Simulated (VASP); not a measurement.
An input for Quantum ESPRESSO's pw.x (written as the equivalent of a VASP run, and not itself run):

```
&CONTROL
  calculation = 'scf'
  pseudo_dir = './pseudo'
  outdir = './out'
  tprnfor = .true.
  tstress = .true.
/
&SYSTEM
  ibrav = 0
  nat = 3
  ntyp = 2
  ecutwfc = 84
  occupations = 'smearing'
  smearing = 'gaussian'
  degauss = 0.003675
  input_dft = 'pbe'
/
&ELECTRONS
  conv_thr = 7.3e-08
  electron_maxstep = 100
/
ATOMIC_SPECIES
  Pt 195.084 Pt.upf
  S 32.060 S.upf
CELL_PARAMETERS angstrom
     1.7531920   -3.0933310    0.0000000
     1.7531920    3.0933310    0.0000000
     0.0000000    0.0000000    5.0249290
ATOMIC_POSITIONS crystal
  Pt   0.0000000  0.0000000  0.0000000
  S    0.3333330  0.6666670  0.2300000
  S    0.6895910  0.3562570  0.7700000
K_POINTS automatic
  7 7 4 0 0 0
```

### Question
Translate this input to VASP (INCAR, KPOINTS, POSCAR, choice of POTCAR).

### Answer
Several could match; the one computed here: 
POSCAR:
```
PtS2
5.0249290
  0.3488988601  -0.6155969567   0.0000000000
  0.3488988601   0.6155969567   0.0000000000
  0.0000000000   0.0000000000   1.0000000000
Pt S
1 2
Cartesian
  0.0000000000   0.0000000000   0.0000000000
  0.3488988601   0.2051993960   0.2300000000
  0.3648951750  -0.2051993960   0.7700000000
```

INCAR:
```
ALGO = Fast
EDIFF = 1E-6
ENCUT = 400
GGA = PE
ISIF = 2
ISMEAR = 0
LASPH = .TRUE.
LCHARG = .FALSE.
LMAXMIX = 6
LREAL = .FALSE.
LWAVE = .FALSE.
NELM = 100
PREC = Accurate
SIGMA = 0.05
SYSTEM = PtS2
```

KPOINTS:
```
Automatic
0
Gamma
7 7 4
0 0 0
```

POTCAR, in this order: Pt S (PBE.64 set). Program: vasp_std.

The two are equivalent in intent, not identical: the potentials are each code's own (VASP's PAW set, PseudoDojo norm-conserving files in pw.x), so ENCUT and ecutwfc are chosen apart and not converted; conv_thr bounds pw.x's estimated SCF error, while EDIFF bounds the energy change between steps.

The compound is PtS2 in the 1T layered structure. The cell was not relaxed at this level, atoms are displaced from their ideal sites. The run is one of a series of settings (ALGO = Fast against the base run), some of them coarse on purpose.
